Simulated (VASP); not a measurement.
Method: PBE GGA, VASP's PBE PAW potentials (set 64) (plane waves; VASP).

A VASP calculation is set up with these files.

File KPOINTS:
```
Automatic mesh
0
Gamma
1 1 1
0 0 0
```

POSCAR:
```
Zn33S32
1
   10.8925962356    -0.0000000000    -0.0000000000
   -0.0000000000    10.8925962356     0.0000000000
    0.0000000000     0.0000000000    10.8925962356
Zn S
33 32
Direct
  0.5000000000   0.0000000000   0.0000000000
  0.7500000000   0.2500000000   0.0000000000
  0.7500000000   0.0000000000   0.2500000000
  0.0000000000   0.0000000000   0.0000000000
  0.2500000000   0.2500000000   0.0000000000
  0.5000000000   0.5000000000   0.0000000000
  0.7500000000   0.7500000000   0.0000000000
  0.2500000000   0.0000000000   0.2500000000
  0.4977550000   0.2460200000   0.2539480000
  0.7500000000   0.5000000000   0.2500000000
  0.5000000000   0.0000000000   0.5000000000
  0.7500000000   0.2500000000   0.5000000000
  0.7500000000   0.0000000000   0.7500000000
  0.0000000000   0.5000000000   0.0000000000
  0.2500000000   0.7500000000   0.0000000000
  0.0000000000   0.2500000000   0.2500000000
  0.2471280000   0.5020730000   0.2510860000
  0.5000000000   0.7500000000   0.2500000000
  0.0000000000   0.0000000000   0.5000000000
  0.2536700000   0.2492620000   0.5004810000
  0.4995090000   0.4974530000   0.5035640000
  0.7500000000   0.7500000000   0.5000000000
  0.2500000000   0.0000000000   0.7500000000
  0.5000000000   0.2500000000   0.7500000000
  0.7500000000   0.5000000000   0.7500000000
  0.0000000000   0.7500000000   0.2500000000
  0.0000000000   0.5000000000   0.5000000000
  0.2500000000   0.7500000000   0.5000000000
  0.0000000000   0.2500000000   0.7500000000
  0.2500000000   0.5000000000   0.7500000000
  0.5000000000   0.7500000000   0.7500000000
  0.0000000000   0.7500000000   0.7500000000
  0.3761320000   0.3775620000   0.3754040000
  0.6250000000   0.1250000000   0.1250000000
  0.8750000000   0.3750000000   0.1250000000
  0.8750000000   0.1250000000   0.3750000000
  0.1250000000   0.1250000000   0.1250000000
  0.3739620000   0.3734790000   0.1251220000
  0.6250000000   0.6250000000   0.1250000000
  0.8750000000   0.8750000000   0.1250000000
  0.3710800000   0.1206750000   0.3717880000
  0.6254310000   0.3793190000   0.3786720000
  0.8750000000   0.6250000000   0.3750000000
  0.6250000000   0.1250000000   0.6250000000
  0.8750000000   0.3750000000   0.6250000000
  0.8750000000   0.1250000000   0.8750000000
  0.1250000000   0.6250000000   0.1250000000
  0.3750000000   0.8750000000   0.1250000000
  0.1260870000   0.3728320000   0.3766150000
  0.3759780000   0.6267640000   0.3753730000
  0.6250000000   0.8750000000   0.3750000000
  0.1250000000   0.1250000000   0.6250000000
  0.3761220000   0.3793290000   0.6265310000
  0.6250000000   0.6250000000   0.6250000000
  0.8750000000   0.8750000000   0.6250000000
  0.3750000000   0.1250000000   0.8750000000
  0.6250000000   0.3750000000   0.8750000000
  0.8750000000   0.6250000000   0.8750000000
  0.1250000000   0.8750000000   0.3750000000
  0.1250000000   0.6250000000   0.6250000000
  0.3750000000   0.8750000000   0.6250000000
  0.1250000000   0.3750000000   0.8750000000
  0.3750000000   0.6250000000   0.8750000000
  0.6250000000   0.8750000000   0.8750000000
  0.1250000000   0.8750000000   0.8750000000
```

### INCAR
```
ALGO = Fast
EDIFF = 1E-5
EDIFFG = -0.03
ENCUT = 400
GGA = PE
IBRION = 2
ISIF = 2
ISMEAR = 0
ISPIN = 2
ISYM = 0
LASPH = T
LCHARG = F
LMAXMIX = 4
LORBIT = 10
LREAL = Auto
LWAVE = F
MAGMOM = 65*0.0154
NELECT = 587.0
NELM = 100
NELMIN = 4
NSW = 60
NUPDOWN = 1
PREC = Normal
SIGMA = 0.05
SYSTEM = Zn33S32
```

POTCAR, in this order: Zn S (PBE.64 set). Program: vasp_gam.

Output

**OSZICAR**
```
...
RMM:   3    -0.219216811297E+03   -0.29965E-02   -0.39142E-02  1419   0.341E-01    0.270E-01
RMM:   4    -0.219217119228E+03   -0.30793E-03   -0.82751E-03  1490   0.193E-01    0.246E-01
RMM:   5    -0.219216930830E+03    0.18840E-03   -0.20765E-03  1416   0.907E-02    0.870E-02
RMM:   6    -0.219216986803E+03   -0.55973E-04   -0.78235E-04  1421   0.449E-02    0.588E-02
RMM:   7    -0.219216970697E+03    0.16106E-04   -0.17548E-04  1325   0.268E-02    0.287E-02
RMM:   8    -0.219216980930E+03   -0.10233E-04   -0.14114E-04  1192   0.168E-02    0.215E-02
RMM:   9    -0.219216976392E+03    0.45373E-05   -0.28737E-05   970   0.117E-02
   3 F= -.21921698E+03 E0= -.21921698E+03  d E =-.623425E+00  mag=     1.0000
       N       E                     dE             d eps       ncg     rms          rms(c)
DAV:   1    -0.219284526785E+03   -0.67546E-01   -0.17763E+01  1464   0.682E+00    0.174E+00
RMM:   2    -0.219324756614E+03   -0.40230E-01   -0.45667E-01  1412   0.119E+00    0.544E-01
RMM:   3    -0.219331336956E+03   -0.65803E-02   -0.81763E-02  1416   0.498E-01    0.461E-01
RMM:   4    -0.219331938904E+03   -0.60195E-03   -0.15524E-02  1466   0.256E-01    0.398E-01
RMM:   5    -0.219331412722E+03    0.52618E-03   -0.45739E-03  1412   0.142E-01    0.109E-01
RMM:   6    -0.219331612104E+03   -0.19938E-03   -0.15278E-03  1422   0.645E-02    0.923E-02
RMM:   7    -0.219331597275E+03    0.14829E-04   -0.23849E-04  1359   0.298E-02    0.769E-02
RMM:   8    -0.219331605253E+03   -0.79772E-05   -0.80245E-05  1140   0.146E-02
   4 F= -.21933161E+03 E0= -.21933161E+03  d E =-.114629E+00  mag=     1.0000
       N       E                     dE             d eps       ncg     rms          rms(c)
DAV:   1    -0.219317019502E+03    0.14578E-01   -0.29980E+01  1463   0.889E+00    0.236E+00
RMM:   2    -0.219384618592E+03   -0.67599E-01   -0.77130E-01  1412   0.155E+00    0.682E-01
RMM:   3    -0.219396247247E+03   -0.11629E-01   -0.13885E-01  1417   0.649E-01    0.625E-01
RMM:   4    -0.219397241871E+03   -0.99462E-03   -0.25654E-02  1463   0.330E-01    0.521E-01
RMM:   5    -0.219396445181E+03    0.79669E-03   -0.74408E-03  1412   0.183E-01    0.138E-01
RMM:   6    -0.219396775284E+03   -0.33010E-03   -0.24369E-03  1422   0.827E-02    0.119E-01
RMM:   7    -0.219396756417E+03    0.18868E-04   -0.38653E-04  1433   0.377E-02    0.101E-01
RMM:   8    -0.219396762235E+03   -0.58187E-05   -0.12472E-04  1246   0.183E-02    0.102E-01
RMM:   9    -0.219396656030E+03    0.10621E-03   -0.28069E-04  1469   0.261E-02    0.673E-02
RMM:  10    -0.219396646809E+03    0.92213E-05   -0.29224E-04  1477   0.181E-02    0.535E-02
RMM:  11    -0.219396630892E+03    0.15917E-04   -0.33915E-05   972   0.112E-02    0.401E-02
RMM:  12    -0.219396626163E+03    0.47285E-05   -0.10234E-05   836   0.725E-03
   5 F= -.21939663E+03 E0= -.21939663E+03  d E =-.179650E+00  mag=     1.0000
       N       E                     dE             d eps       ncg     rms          rms(c)
DAV:   1    -0.219395462617E+03    0.11683E-02   -0.12628E+00  1536   0.183E+00    0.407E-01
RMM:   2    -0.219398203221E+03   -0.27406E-02   -0.30892E-02  1412   0.312E-01    0.135E-01
RMM:   3    -0.219398632617E+03   -0.42940E-03   -0.53601E-03  1414   0.131E-01    0.103E-01
RMM:   4    -0.219398679514E+03   -0.46898E-04   -0.10898E-03  1455   0.676E-02    0.913E-02
RMM:   5    -0.219398648300E+03    0.31214E-04   -0.29398E-04  1381   0.371E-02    0.271E-02
RMM:   6    -0.219398659600E+03   -0.11300E-04   -0.97435E-05  1155   0.167E-02    0.197E-02
RMM:   7    -0.219398657643E+03    0.19571E-05   -0.16537E-05   886   0.791E-03
   6 F= -.21939866E+03 E0= -.21939866E+03  d E =-.181681E+00  mag=     1.0000
       N       E                     dE             d eps       ncg     rms          rms(c)
DAV:   1    -0.219412294460E+03   -0.13635E-01   -0.15694E+01  1448   0.664E+00    0.900E-01
RMM:   2    -0.219423011313E+03   -0.10717E-01   -0.11957E-01  1412   0.697E-01    0.310E-01
RMM:   3    -0.219425011507E+03   -0.20002E-02   -0.21528E-02  1420   0.274E-01    0.207E-01
RMM:   4    -0.219425184264E+03   -0.17276E-03   -0.39672E-03  1474   0.144E-01    0.180E-01
RMM:   5    -0.219425080371E+03    0.10389E-03   -0.10657E-03  1412   0.729E-02    0.494E-02
RMM:   6    -0.219425115429E+03   -0.35058E-04   -0.28091E-04  1414   0.327E-02    0.419E-02
RMM:   7    -0.219425097048E+03    0.18380E-04   -0.84542E-05  1223   0.182E-02    0.189E-02
RMM:   8    -0.219425099977E+03   -0.29290E-05   -0.61385E-05  1161   0.123E-02
   7 F= -.21942510E+03 E0= -.21942510E+03  d E =-.264423E-01  mag=     1.0000
       N       E                     dE             d eps       ncg     rms          rms(c)
DAV:   1    -0.219425768805E+03   -0.67176E-03   -0.34434E+00  1504   0.312E+00    0.423E-01
RMM:   2    -0.219428105900E+03   -0.23371E-02   -0.25808E-02  1412   0.319E-01    0.145E-01
RMM:   3    -0.219428538998E+03   -0.43310E-03   -0.46398E-03  1420   0.127E-01    0.969E-02
RMM:   4    -0.219428572889E+03   -0.33891E-04   -0.82064E-04  1465   0.641E-02    0.805E-02
RMM:   5    -0.219428552659E+03    0.20230E-04   -0.22052E-04  1405   0.335E-02    0.237E-02
RMM:   6    -0.219428560654E+03   -0.79945E-05   -0.62354E-05  1164   0.152E-02
   8 F= -.21942856E+03 E0= -.21942856E+03  d E =-.299030E-01  mag=     1.0000
       N       E                     dE             d eps       ncg     rms          rms(c)
DAV:   1    -0.219431476514E+03   -0.29239E-02   -0.35238E+00  1448   0.333E+00    0.480E-01
RMM:   2    -0.219434454099E+03   -0.29776E-02   -0.34405E-02  1412   0.369E-01    0.147E-01
RMM:   3    -0.219435025646E+03   -0.57155E-03   -0.63488E-03  1426   0.150E-01    0.117E-01
RMM:   4    -0.219435064798E+03   -0.39152E-04   -0.11120E-03  1460   0.739E-02    0.980E-02
RMM:   5    -0.219435033004E+03    0.31794E-04   -0.35704E-04  1412   0.399E-02    0.300E-02
RMM:   6    -0.219435042997E+03   -0.99931E-05   -0.81557E-05  1273   0.181E-02
   9 F= -.21943504E+03 E0= -.21943504E+03  d E =-.648234E-02  mag=     1.0000
       N       E                     dE             d eps       ncg     rms          rms(c)
DAV:   1    -0.219434819264E+03    0.21374E-03   -0.93243E-01  1520   0.171E+00    0.258E-01
RMM:   2    -0.219435623643E+03   -0.80438E-03   -0.94993E-03  1412   0.192E-01    0.797E-02
RMM:   3    -0.219435791183E+03   -0.16754E-03   -0.18164E-03  1436   0.792E-02    0.632E-02
RMM:   4    -0.219435800724E+03   -0.95409E-05   -0.30504E-04  1435   0.395E-02    0.512E-02
RMM:   5    -0.219435793775E+03    0.69488E-05   -0.10017E-04  1303   0.214E-02    0.165E-02
RMM:   6    -0.219435796773E+03   -0.29985E-05   -0.24412E-05   907   0.988E-03
  10 F= -.21943580E+03 E0= -.21943580E+03  d E =-.723612E-02  mag=     1.0000
       N       E                     dE             d eps       ncg     rms          rms(c)
DAV:   1    -0.219436186168E+03   -0.39239E-03   -0.11863E+00  1448   0.191E+00    0.307E-01
RMM:   2    -0.219437487185E+03   -0.13010E-02   -0.14804E-02  1412   0.238E-01    0.871E-02
RMM:   3    -0.219437739655E+03   -0.25247E-03   -0.26971E-03  1425   0.984E-02    0.832E-02
RMM:   4    -0.219437758522E+03   -0.18867E-04   -0.47540E-04  1463   0.487E-02    0.725E-02
RMM:   5    -0.219437742792E+03    0.15730E-04   -0.17423E-04  1396   0.267E-02    0.191E-02
RMM:   6    -0.219437747736E+03   -0.49442E-05   -0.39175E-05  1036   0.120E-02
  11 F= -.21943775E+03 E0= -.21943775E+03  d E =-.195096E-02  mag=     1.0000
       N       E                     dE             d eps       ncg     rms          rms(c)
DAV:   1    -0.219437578590E+03    0.16420E-03   -0.27383E-01  1528   0.920E-01    0.157E-01
RMM:   2    -0.219437883027E+03   -0.30444E-03   -0.35991E-03  1412   0.117E-01    0.456E-02
RMM:   3    -0.219437948677E+03   -0.65649E-04   -0.68379E-04  1426   0.488E-02    0.410E-02
RMM:   4    -0.219437953624E+03   -0.49472E-05   -0.11927E-04  1343   0.247E-02    0.343E-02
RMM:   5    -0.219437950702E+03    0.29216E-05   -0.44033E-05  1075   0.141E-02
  12 F= -.21943795E+03 E0= -.21943795E+03  d E =-.215393E-02  mag=     1.0000
```

File OUTCAR:
```
------------------------ aborting loop because EDIFF is reached ----------------------------------------
  FORCE on cell =-STRESS in cart. coord.  units (eV):
  Direction    XX          YY          ZZ          XY          YZ          ZX
  --------------------------------------------------------------------------------------
  Total        0.5465900      0.5816301      0.5309881     -0.0857656      0.0267544      0.1730360
  in kB        0.6776072      0.7210464      0.6582656     -0.1063236      0.0331674      0.2145126
  external PRESSURE =       0.6856398 kB  Pullay stress =       0.0000000 kB
  volume of cell :     1292.39
      direct lattice vectors                 reciprocal lattice vectors
    10.892596236  0.000000000  0.000000000     0.091805478  0.000000000  0.000000000
     0.000000000 10.892596236  0.000000000     0.000000000  0.091805478  0.000000000
     0.000000000  0.000000000 10.892596236     0.000000000  0.000000000  0.091805478
  FREE ENERGIE OF THE ION-ELECTRON SYSTEM (eV)
  ---------------------------------------------------
  free  energy   TOTEN  =      -219.4379507022 eV

  energy  without entropy=     -219.4379507022  energy(sigma->0) =     -219.43795070

 total charge

# of ion       s       p       d       tot
------------------------------------------
    1        0.510   0.462   9.798  10.771
    2        0.511   0.463   9.798  10.771
    3        0.511   0.463   9.798  10.772
    4        0.510   0.460   9.798  10.768
    5        0.510   0.454   9.797  10.761
    6        0.510   0.454   9.796  10.760
    7        0.510   0.461   9.798  10.769
    8        0.510   0.455   9.797  10.762
    9        0.514   0.458   9.792  10.764
   10        0.510   0.455   9.797  10.762
   11        0.510   0.454   9.796  10.761
   12        0.510   0.454   9.797  10.761
   13        0.510   0.461   9.798  10.769
   14        0.510   0.463   9.798  10.771
   15        0.511   0.463   9.798  10.772
   16        0.510   0.454   9.796  10.760
   17        0.515   0.459   9.792  10.766
   18        0.510   0.454   9.796  10.760
   19        0.510   0.462   9.798  10.770
   20        0.513   0.458   9.792  10.763
   21        0.515   0.459   9.792  10.767
   22        0.510   0.462   9.798  10.770
   23        0.510   0.463   9.798  10.771
   24        0.510   0.455   9.797  10.761
   25        0.510   0.462   9.798  10.770
   26        0.511   0.463   9.798  10.771
   27        0.510   0.454   9.796  10.761
   28        0.510   0.454   9.796  10.760
   29        0.510   0.462   9.798  10.771
   30        0.510   0.455   9.797  10.762
   31        0.510   0.462   9.798  10.770
   32        0.510   0.461   9.798  10.769
   33        0.600   0.327   9.787  10.714
   34        1.312   2.438   0.000   3.750
   35        1.314   2.432   0.000   3.746
   36        1.314   2.432   0.000   3.746
   37        1.311   2.434   0.000   3.745
   38        1.327   2.394   0.000   3.721
   39        1.311   2.434   0.000   3.746
   40        1.312   2.437   0.000   3.749
   41        1.327   2.395   0.000   3.722
   42        1.327   2.394   0.000   3.721
   43        1.314   2.432   0.000   3.746
   44        1.311   2.434   0.000   3.745
   45        1.314   2.432   0.000   3.746
   46        1.312   2.437   0.000   3.749
   47        1.312   2.439   0.000   3.751
   48        1.314   2.432   0.000   3.746
   49        1.327   2.395   0.000   3.722
   50        1.327   2.393   0.000   3.720
   51        1.314   2.432   0.000   3.746
   52        1.312   2.438   0.000   3.749
   53        1.327   2.394   0.000   3.721
   54        1.312   2.439   0.000   3.750
   55        1.312   2.437   0.000   3.749
   56        1.314   2.432   0.000   3.746
   57        1.314   2.432   0.000   3.746
   58        1.312   2.437   0.000   3.749
   59        1.314   2.432   0.000   3.746
   60        1.311   2.434   0.000   3.746
   61        1.314   2.432   0.000   3.746
   62        1.314   2.432   0.000   3.746
   63        1.314   2.432   0.000   3.746
   64        1.312   2.437   0.000   3.749
   65        1.312   2.437   0.000   3.749
--------------------------------------------------
tot         59.037  92.662 323.280 474.979

 magnetization (x)

# of ion       s       p       d       tot
------------------------------------------
    1        0.003   0.001  -0.000   0.004
    2        0.003   0.001  -0.000   0.004
    3        0.003   0.001  -0.000   0.004
    4        0.004   0.000  -0.000   0.004
    5        0.006   0.002   0.000   0.008
    6        0.006   0.002   0.000   0.008
    7        0.004   0.000  -0.000   0.004
    8        0.006   0.002   0.000   0.008
    9       -0.000   0.000   0.003   0.003
   10        0.006   0.002   0.000   0.008
   11        0.006   0.002   0.000   0.008
   12        0.006   0.002   0.000   0.008
   13        0.004   0.000  -0.000   0.004
   14        0.003   0.001  -0.000   0.004
   15        0.003   0.001  -0.000   0.004
   16        0.006   0.002   0.000   0.008
...
```
(Selected blocks of OUTCAR.)

File CONTCAR:
```
Zn33S32
   1.00000000000000
    10.8925962355999992    0.0000000000000000    0.0000000000000000
     0.0000000000000000   10.8925962355999992    0.0000000000000000
     0.0000000000000000    0.0000000000000000   10.8925962355999992
  Zn              S
    33    32
Direct
     0.4986461243359211    0.9976155224867052    0.9978291602450001
     0.7526574231497291    0.2514632482486922    0.9977530729601812
     0.7525448932663341    0.9974591676076900    0.2514556590791945
     0.9995541247089175    0.9997819144059970    0.9995921695862003
     0.2482999980821803    0.2482246851075683    0.9985988587607663
     0.5013422020574017    0.5012256347774420    0.9991720786346806
     0.7503332690670074    0.7503856576788613    0.9995285590279389
     0.2475964705260444    0.9975756548968759    0.2478272138205544
     0.5101599720265764    0.2381815720189427    0.2407299077789739
     0.7512790541646743    0.5017921697336134    0.2484228539460966
     0.5017737630827830    0.9978396831154922    0.5018770413297623
     0.7515768919052969    0.2481832837855632    0.5021306028738477
     0.7504051249618322    0.9995829137228790    0.7504366979029576
     0.9971064087826113    0.4984104568194437    0.9975973781799414
     0.2515552296904494    0.7526506845697681    0.9971627106453255
     0.9983700649656637    0.2481975556495948    0.2485159394462328
     0.2376635040738750    0.5113246023928565    0.2390515074162793
     0.5020379784489629    0.7513225845527249    0.2481717398428312
     0.9977861670251397    0.9978414239242044    0.4987509746492498
     0.2409915226635236    0.2394701945631949    0.5103200559114044
     0.5111822558236582    0.5106167498643959    0.5125889364289491
     0.7529769899337326    0.7526587606915701    0.4985992943709770
     0.2512815824725924    0.9974862071761760    0.7526870520770009
     0.5020956947212821    0.2480885977796103    0.7520948828110542
     0.7526935421531642    0.4985336220411667    0.7530007531770271
     0.9967163345864524    0.7526363978165196    0.2515598337639872
     0.9985981368272351    0.5014094555535865    0.5018655383121673
     0.2480824774815112    0.7515115847854763    0.5021411215286570
     0.9975502506423662    0.2512886854265199    0.7526102757773272
     0.2477924062368747    0.5020804212061496    0.7520988804375527
     0.4985949148065963    0.7526480499790669    0.7532185203269568
     0.9994564214345717    0.7505266493681793    0.7503683543111299
     0.3755589557310221    0.3778020009268970    0.3741722721842466
     0.6303141894731118    0.1198592020268868    0.1200105700926247
     0.8749174646958454    0.3749967755968805    0.1254277780495968
     0.8747729441776539    0.1249500087925203    0.3751653067982340
     0.1245119186597944    0.1245916063618754    0.1247052406979385
     0.3745797600463286    0.3748381783935399    0.1252244063253589
     0.6254250575367799    0.6251860865828824    0.1246266454620645
     0.8747080271034630    0.8751359687611751    0.1241668523063160
     0.3746658494384529    0.1229414046533762    0.3748425391691405
     0.6255239882079994    0.3752201352152252    0.3756264697396112
     0.8749597025625423    0.6246862279121307    0.3751663481998081
     0.6251244337653110    0.1245355002155111    0.6253248513321938
     0.8750237324564867    0.3749135667218537    0.6253651028391075
     0.8747641005185723    0.1243064546194537    0.8750006639761883
     0.1190554542812569    0.6308545964675428    0.1193210040719030
     0.3750638344493977    0.8746434523728206    0.1248858307707961
     0.1245609578183923    0.3748250353979201    0.3752256365823265
     0.3749840017916621    0.6255403870323977    0.3751752641014142
     0.6252812499527834    0.8747306895882406    0.3749599611560487
     0.1202976925988220    0.1201987999750902    0.6300470845105834
     0.3752749365386751    0.3753920976977314    0.6266721395574447
     0.6306962334163810    0.6307586185366678    0.6308767412510906
     0.8751715199779923    0.8753419861784365    0.6258651362067619
     0.3749628577726949    0.1248848154244742    0.8752301232069188
     0.6250868917626866    0.3749524791201212    0.8755269103126349
     0.8750834587482431    0.6258914814965527    0.8751592718206112
     0.1246122429292650    0.8745967333418891    0.3751250176907999
     0.1244393450218410    0.6253200246006688    0.6255457355207262
     0.3749111046919197    0.8747970187883348    0.6254750478833465
     0.1248103088456357    0.3748796452393176    0.8753058217210398
     0.3750516127561588    0.6248062232333548    0.8754149790666778
     0.6258664377602482    0.8752901953112086    0.8752376925906306
     0.1240925404076164    0.8750868116705061    0.8749519294456196
```

The cell is charged, with a uniform compensating background. The supercell is sampled at Γ alone, which is coarse: total energies, pressure and levels can be off, energies of defects by several tenths of an eV.

The cell is a supercell with a defect, built from ZnS (zinc blende): Zn_i, charge +1.
